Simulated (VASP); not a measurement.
Calculation: r2SCAN+rVV10, VASP's PBE PAW potentials (set 64) (plane waves; VASP).

The input files of a VASP run:

### INCAR
```
SYSTEM = Dy
PREC = Accurate
ENCUT = 520
EDIFF = 1E-6
NELM = 100
ALGO = Normal
LREAL = .FALSE.
LASPH = .TRUE.
ISMEAR = 1
SIGMA = 0.1
METAGGA = R2SCAN
LUSE_VDW = .TRUE.
BPARAM = 11.95
CPARAM = 0.0093
LMIXTAU = .TRUE.
LMAXMIX = 6
LWAVE = .FALSE.
LCHARG = .FALSE.
IBRION = 2
ISIF = 3
NSW = 60
EDIFFG = -0.01
```

File POSCAR:
```
Dy
1.0
  1.7950000000  -3.1090310000   0.0000000000
  1.7950000000   3.1090310000   0.0000000000
  0.0000000000   0.0000000000   5.6500000000
Dy
2
direct
  0.3333330000   0.6666670000   0.2500000000
  0.6666670000   0.3333330000   0.7500000000
```

### KPOINTS
```
Automatic mesh
0
Gamma
11 11 6
0 0 0
```

POTCAR, in this order: Dy_3 (PBE.64 set). Program: vasp_std.

What VASP printed:

### OSZICAR
```
       N       E                     dE             d eps       ncg     rms          rms(c)
DAV:   1    -0.221605042378E+01   -0.22161E+01   -0.91593E+03  1664   0.130E+03
DAV:   2    -0.621798852844E+02   -0.59964E+02   -0.58977E+02  1679   0.326E+02
DAV:   3    -0.656650981401E+02   -0.34852E+01   -0.32536E+01  2290   0.427E+01
DAV:   4    -0.657940323418E+02   -0.12893E+00   -0.12696E+00  2104   0.895E+00
DAV:   5    -0.657983371142E+02   -0.43048E-02   -0.43044E-02  2403   0.123E+00    0.293E+01
DAV:   6    -0.637785956705E+02    0.20197E+01   -0.43841E-01  1794   0.768E+00    0.158E+01
DAV:   7    -0.622571692124E+02    0.15214E+01   -0.58600E-01  2441   0.809E+00    0.148E+00
DAV:   8    -0.635789135047E+02   -0.13217E+01   -0.54354E-01  2337   0.713E+00    0.342E+00
DAV:   9    -0.636478365653E+02   -0.68923E-01   -0.21319E-02  1859   0.143E+00    0.101E+00
DAV:  10    -0.634131295690E+02    0.23471E+00   -0.77599E-02  1664   0.373E+00    0.162E+00
DAV:  11    -0.634171541842E+02   -0.40246E-02   -0.14063E-03  2143   0.440E-01    0.155E+00
DAV:  12    -0.634285835829E+02   -0.11429E-01   -0.18793E-02  1664   0.161E+00    0.119E+00
DAV:  13    -0.634530217874E+02   -0.24438E-01   -0.12793E-02  1669   0.140E+00    0.490E-01
DAV:  14    -0.634536234858E+02   -0.60170E-03   -0.52001E-04  2209   0.258E-01    0.297E-01
DAV:  15    -0.634556745247E+02   -0.20510E-02   -0.25429E-03  1674   0.553E-01    0.144E-01
DAV:  16    -0.634556941018E+02   -0.19577E-04   -0.59272E-05  2539   0.912E-02    0.142E-01
DAV:  17    -0.634557558591E+02   -0.61757E-04   -0.11183E-04  1684   0.142E-01    0.683E-02
DAV:  18    -0.634557592150E+02   -0.33559E-05   -0.78992E-05  1839   0.818E-02    0.430E-02
DAV:  19    -0.634557621889E+02   -0.29739E-05   -0.18486E-05  1739   0.452E-02    0.403E-02
DAV:  20    -0.634557371781E+02    0.25011E-04   -0.11535E-05  1759   0.431E-02    0.357E-02
DAV:  21    -0.634557517664E+02   -0.14588E-04   -0.32923E-06  1789   0.187E-02    0.110E-02
DAV:  22    -0.634557380067E+02    0.13760E-04   -0.39042E-06  1859   0.239E-02    0.159E-02
DAV:  23    -0.634557512367E+02   -0.13230E-04   -0.12414E-06  1168   0.135E-02    0.191E-03
DAV:  24    -0.634557464854E+02    0.47513E-05   -0.22025E-07   882   0.573E-03    0.344E-03
DAV:  25    -0.634557481341E+02   -0.16487E-05   -0.20398E-08   877   0.192E-03    0.286E-03
DAV:  26    -0.634557482443E+02   -0.11020E-06   -0.61823E-08   852   0.214E-03
   1 F= -.63455748E+02 E0= -.63456705E+02  d E =-.634557E+02
       N       E                     dE             d eps       ncg     rms          rms(c)
DAV:   1    -0.634690119823E+02   -0.13264E-01   -0.58069E-01  1664   0.594E+00    0.520E-01
DAV:   2    -0.634618976514E+02    0.71143E-02   -0.14878E-02  2149   0.127E+00    0.338E-01
DAV:   3    -0.634614412301E+02    0.45642E-03   -0.18341E-03  1835   0.473E-01    0.174E-01
DAV:   4    -0.634609142990E+02    0.52693E-03   -0.15784E-03  2137   0.332E-01    0.884E-02
DAV:   5    -0.634610037928E+02   -0.89494E-04   -0.57890E-04  1684   0.242E-01    0.468E-02
DAV:   6    -0.634610296980E+02   -0.25905E-04   -0.11936E-04  1724   0.129E-01    0.352E-02
DAV:   7    -0.634610313252E+02   -0.16272E-05   -0.38450E-05  1729   0.667E-02    0.925E-03
DAV:   8    -0.634610323145E+02   -0.98927E-06   -0.23519E-06  1882   0.147E-02
   2 F= -.63461032E+02 E0= -.63462223E+02  d E =-.528407E-02
       N       E                     dE             d eps       ncg     rms          rms(c)
DAV:   1    -0.634663758657E+02   -0.53445E-02   -0.29772E-01  1664   0.425E+00    0.396E-01
DAV:   2    -0.634627692354E+02    0.36066E-02   -0.76015E-03  2164   0.904E-01    0.215E-01
DAV:   3    -0.634624802109E+02    0.28902E-03   -0.10101E-03  1815   0.355E-01    0.993E-02
DAV:   4    -0.634622416818E+02    0.23853E-03   -0.77805E-04  2142   0.230E-01    0.547E-02
DAV:   5    -0.634622814477E+02   -0.39766E-04   -0.26343E-04  1679   0.165E-01    0.291E-02
DAV:   6    -0.634622903390E+02   -0.88913E-05   -0.48355E-05  1724   0.807E-02    0.162E-02
DAV:   7    -0.634622896248E+02    0.71422E-06   -0.15732E-05  1759   0.425E-02    0.644E-03
DAV:   8    -0.634622905817E+02   -0.95694E-06   -0.10930E-06  1327   0.109E-02
   3 F= -.63462291E+02 E0= -.63463622E+02  d E =-.654234E-02
       N       E                     dE             d eps       ncg     rms          rms(c)
DAV:   1    -0.634646880915E+02   -0.23985E-02   -0.53554E-02  1664   0.196E+00    0.323E-01
DAV:   2    -0.634631984704E+02    0.14896E-02   -0.47324E-03  1799   0.731E-01    0.142E-01
DAV:   3    -0.634624663629E+02    0.73211E-03   -0.13757E-03  2461   0.326E-01    0.477E-02
DAV:   4    -0.634624160394E+02    0.50323E-04   -0.25399E-04  2246   0.146E-01    0.348E-02
DAV:   5    -0.634624412009E+02   -0.25161E-04   -0.42993E-05  1679   0.691E-02    0.951E-03
DAV:   6    -0.634624262208E+02    0.14980E-04   -0.20528E-05  1664   0.548E-02    0.444E-03
DAV:   7    -0.634624284436E+02   -0.22228E-05   -0.44474E-06  1734   0.269E-02    0.201E-03
DAV:   8    -0.634624259119E+02    0.25317E-05   -0.70160E-07   907   0.110E-02    0.107E-03
DAV:   9    -0.634624258957E+02    0.16233E-07   -0.92336E-08   832   0.374E-03
   4 F= -.63462426E+02 E0= -.63463850E+02  d E =-.135314E-03
       N       E                     dE             d eps       ncg     rms          rms(c)
DAV:   1    -0.634626984319E+02   -0.27252E-03   -0.57510E-03  1664   0.643E-01    0.107E-01
DAV:   2    -0.634625527298E+02    0.14570E-03   -0.50739E-04  1739   0.239E-01    0.466E-02
DAV:   3    -0.634624754323E+02    0.77297E-04   -0.15098E-04  2466   0.108E-01    0.155E-02
DAV:   4    -0.634624678936E+02    0.75388E-05   -0.26921E-05  2207   0.477E-02    0.111E-02
DAV:   5    -0.634624642921E+02    0.36015E-05   -0.45380E-06  1664   0.223E-02    0.320E-03
DAV:   6    -0.634624650097E+02   -0.71761E-06   -0.20980E-06  1640   0.174E-02
   5 F= -.63462465E+02 E0= -.63463860E+02  d E =-.174428E-03
```

### OUTCAR
```
------------------------ aborting loop because EDIFF is reached ----------------------------------------
  FORCE on cell =-STRESS in cart. coord.  units (eV):
  Direction    XX          YY          ZZ          XY          YZ          ZX
  --------------------------------------------------------------------------------------
  Total       -0.0100002     -0.0100002     -0.0014792      0.0000000      0.0000000     -0.0000000
  in kB       -0.2541977     -0.2541977     -0.0376005      0.0000000      0.0000000     -0.0000000
  external PRESSURE =      -0.1819986 kB  Pullay stress =       0.0000000 kB
  volume of cell :       63.03
      direct lattice vectors                 reciprocal lattice vectors
     1.811859043 -3.138231714 -0.000000000     0.275959657 -0.159325393  0.000000000
     1.811859043  3.138231714  0.000000000     0.275959657  0.159325393 -0.000000000
     0.000000000  0.000000000  5.542532506     0.000000000 -0.000000000  0.180422938
 POSITION                                       TOTAL-FORCE (eV/Angst)
 -----------------------------------------------------------------------------------
      1.81186      1.04608      1.38563         0.000000      0.000000      0.000000
      1.81186     -1.04608      4.15690        -0.000000     -0.000000     -0.000000
 -----------------------------------------------------------------------------------
    total drift:                                0.000000      0.000104     -0.000010
  FREE ENERGIE OF THE ION-ELECTRON SYSTEM (eV)
  ---------------------------------------------------
  free  energy   TOTEN  =       -63.4624650097 eV

  energy  without entropy=      -63.4666503157  energy(sigma->0) =      -63.46386011

 reached required accuracy - stopping structural energy minimisation
```
(Selected blocks of OUTCAR.)

CONTCAR:
```
Dy
   1.00000000000000
     1.8118590430869610   -3.1382317135860425   -0.0000000000000000
     1.8118590430869610    3.1382317135860425    0.0000000000000000
     0.0000000000000000    0.0000000000000000    5.5425325056986550
  Dy
     2
Direct
     0.3333330000000032    0.6666669999999968    0.2500000000000000
     0.6666669999999968    0.3333330000000032    0.7500000000000000
```

OUTCAR:
```
 val. band max:        3.0856900120   @ k =   0.2727   0.0909   0.0000

 cond. band min:       3.1018844382   @ k =   0.3636  -0.0000   0.0000


 Fermi energy:         3.0940258737

 k-point     1 :       0.0000    0.0000    0.0000
  band No.  band energies     occupation
      1     -21.4435      2.00000
      2     -20.8306      2.00000
      3     -20.8306      2.00000
      4     -20.7049      2.00000
      5     -20.7049      2.00000
      6     -20.6471      2.00000
      7      -2.2592      2.00000
      8       0.9178      2.00000
      9       4.4012     -0.00000
     10       5.0944      0.00000
     11       5.0944      0.00000
     12       5.7488      0.00000
     13       5.9282      0.00000

 k-point     2 :       0.0909    0.0000    0.0000
  band No.  band energies     occupation
      1     -21.4247      2.00000
      2     -20.8657      2.00000
      3     -20.8432      2.00000
      4     -20.7425      2.00000
      5     -20.7086      2.00000
      6     -20.6570      2.00000
      7      -2.0581      2.00000
      8       1.1025      2.00000
      9       4.1639     -0.00000
     10       4.6263     -0.00000
     11       5.2855      0.00000
     12       5.6926      0.00000
     13       6.0849      0.00000

 k-point     3 :       0.1818   -0.0000    0.0000
  band No.  band energies     occupation
      1     -21.3711      2.00000
      2     -20.9607      2.00000
      3     -20.8759      2.00000
      4     -20.8400      2.00000
      5     -20.7198      2.00000
      6     -20.6864      2.00000
      7      -1.4883      2.00000
      8       1.5773      2.00000
      9       3.5914     -0.00000
     10       3.9014     -0.00000
     11       5.2134      0.00000
     12       5.6348      0.00000
     13       5.6759      0.00000

 k-point     4 :       0.2727    0.0000    0.0000
  band No.  band energies     occupation
      1     -21.2915      2.00000
      2     -21.0861      2.00000
      3     -20.9607      2.00000
...
```

The 4f electrons are frozen in the core of the lanthanide potential, so 4f levels, which can set the real gap, and their magnetism are missing.

The compound is Dy in the hcp structure. This run relaxes it. Symmetry was kept, so distortions that lower it aren't found.
